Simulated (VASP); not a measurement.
Here is the system:

```xyz
4
Lattice="2.2421 -3.8835 0.0000 2.2421 3.8835 0.0000 0.0000 0.0000 7.2913" Properties=species:S:1:pos:R:3 pbc="T T T"
Mg     2.2421    -1.2945     3.6435
Mg     2.2421     1.2945     7.2892
Te     2.2421    -1.2945     6.3892
Te     2.2421     1.2945     2.7436
```

Computed with vdW-DF-cx, VASP's PBE PAW potentials (set 64) (plane waves; VASP). Settings: 520 eV cut-off, 6×6×3 Γ-centred mesh, Gaussian smearing of 0.050 eV, potentials Mg Te.

Unless said otherwise, spin-orbit coupling is left out, though it shifts the bands of the heavy elements here.

**Question.** Predict the energy per atom (σ→0), pressure, band gap (on the k-mesh) with the smallest direct gap where there is one.

**Answer.** 
* **band gap (on the k-mesh)**: 2.75 eV
* **smallest direct gap (on the k-mesh)**: 2.75 eV
* **energy per atom (σ→0)**: -1603 meV/atom
* **pressure**: 2.47 GPa

Total energies compare only between runs with the same potentials, cut-off and functional.

The compound is MgTe in the wurtzite structure. This cell is one point of a volume scan, at 0.94 of the reference volume.
